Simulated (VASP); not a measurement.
```xyz
8
Lattice="3.6016 0.0000 0.0000 -1.8008 3.1191 0.0000 0.0000 0.0000 12.1504" Properties=species:S:1:pos:R:3 pbc="T T T"
Ni     0.0000     2.0794     1.5188
Ni     1.8008     1.0397     7.5940
Ni     1.8008     1.0397    10.6316
Ni     0.0000     2.0794     4.5564
Sb     0.0000     0.0000     0.0000
Sb     0.0000     0.0000     6.0752
Sb     0.0000     2.0794     9.1128
Sb     1.8008     1.0397     3.0376
```
Starting moments (μB, in the order of the record's atoms Ni Ni Ni Ni Sb Sb Sb Sb): 2.0 2.0 2.0 2.0 0.0 0.0 0.0 0.0.

Method: PBE GGA, VASP's PBE PAW potentials (set 64) (plane waves; VASP). Settings: 300 eV cut-off, 4×4×1 Γ-centred mesh, Gaussian smearing of 0.14 eV, potentials Ni Sb.

At this cut-off the stress carries a Pulay error, which pulls relaxed volumes low. Unless said otherwise, spin-orbit coupling is left out, though it shifts the bands of the heavy elements here.

Task: Predict the cell moment, energy per atom (σ→0), pressure, largest force, band gap (on the k-mesh) with the smallest direct gap where there is one.

Result: 
* **band gap (on the k-mesh)**: none (metal, semimetal or under 0.01 eV)
* **cell moment**: 0.00 μB
* **energy per atom (σ→0)**: -4.848 eV/atom
* **pressure**: 7.68 GPa
* **largest force**: 0.583 eV/Å

Only differences to runs with the same potentials and settings are physical.

The structure was generated: NiSb was put into an ordered model structure, which need not be its known phase. The cell was not relaxed at this level. The k-mesh is coarse (spacing up to 0.52 per Å, 2π included), so the numbers may not be converged in it.
